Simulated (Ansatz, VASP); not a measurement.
This is a calculation of CsSi2 for VASP 6.6.1.

File POSCAR:

```
CsSi2
1.0
    6.3715700000      0.0000000000      0.0000000000
   -3.1857800000      5.5179400000      0.0000000000
    0.0000000000      0.0000000000      4.4786600000
Cs Si
1 2
Direct
    0.0000000000      0.0000000000      0.0000000000
    0.6666700000      0.3333300000      0.2503900000
    0.6666700000      0.3333300000      0.7496100000
```

The input INCAR.step1:

```
PREC = Accurate
ENCUT = 520
EDIFF = 1E-5
ISMEAR = -1
SIGMA = 0.05
LREAL = False
LASPH = True
NELM = 100
ALGO = Normal
ISIF = 2
LWAVE = True
GGA = PE
```

The input INCAR.step2:

```
PREC = Accurate
ENCUT = 520
EDIFF = 1E-7
ISMEAR = -1
SIGMA = 0.05
LREAL = False
LASPH = True
NELM = 100
ALGO = Normal
ISIF = 2
LWAVE = False
LCHARG = False
GGA = PE
LHFCALC = True
HFSCREEN = 0.2
AEXX = 0.15
PRECFOCK = Fast
ISTART = 1
```

The input KPOINTS:

```
Automatic mesh
0
Gamma
  3 3 3
```

Potentials or basis: VASP PAW PBE potentials, release 64 (Cs_sv, Si).

Launch:

```console
$ cat potpaw_PBE.64/Cs_sv/POTCAR potpaw_PBE.64/Si/POTCAR > POTCAR
$ cp INCAR.step1 INCAR
$ mpirun -np 1 vasp_std > vasp.out
$ cp INCAR.step2 INCAR
$ mpirun -np 1 vasp_std > vasp.out
```

Question: Translate it to Ansatz 0.2.0. Potentials there: Ansatz PAW.

Answer: As run (the cutoff follows the program's own potentials):

File input.yaml:

```yaml
crystal:
  lattice:
    - [6.37157, 0.0, 0.0]
    - [-3.18578, 5.51794, 0.0]
    - [0.0, 0.0, 4.47866]
  atoms:
    - { symbol: Cs, position: [0.0, 0.0, 0.0] }
    - { symbol: Si, position: [0.66667, 0.33333, 0.25039] }
    - { symbol: Si, position: [0.66667, 0.33333, 0.74961] }
hamiltonian:
  xc: { exchange: pbe, correlation: pbe, exx: { coeff: 0.15, omega: 0.2 } }
  pseudopotentials: { kind: paw }
kpoints:
  mp_grid: { grid: [3, 3, 3] }
scf:
  occupations: { method: fermi_dirac, width: 0.05 }
output:
  forces: true
  stress: true
  eigenvalues: true
```

Potentials or basis: Ansatz PAW.

The run is started by

```bash
$ ansatz run input.yaml --threads 1 --pin off --max-ram 3584MiB --backend cpu --events-out ev --progress --plain --runs-dir out
```

Both were run:

|  | VASP | Ansatz | Ansatz less VASP |
| --- | --- | --- | --- |
| gap on the k mesh at the Fermi level (eV) | none | none | - |
| pressure (GPa) | 0.2 | 0.2 | +0.03 |
| largest component of the traceless stress (GPa) | 0.44 | 0.50 | +0.063 |
| rms of the force components (eV/Å) | 0.011 | 0.012 | +0.0006 |

Atom by atom the forces differ by 0.001 eV/Å (rms over components). A gap of «none» marks a metal or a gap that the smearing closes. With one functional, cell and mesh, what is left measures potentials, basis and numerics.

Caveats: the k mesh is coarse (spacing up to 0.47 Å⁻¹), so the values aren't converged, least of all with exact exchange; the PAW data sets were made with another functional, which shifts forces and pressure a little (VASP); the PAW data sets come from PBE, with cores solved anew for the run's functional, which leaves a small shift of forces and pressure (Ansatz); the thresholds are loose for stress (Ansatz). Spin-orbit coupling is left out, which matters for the levels of Cs.
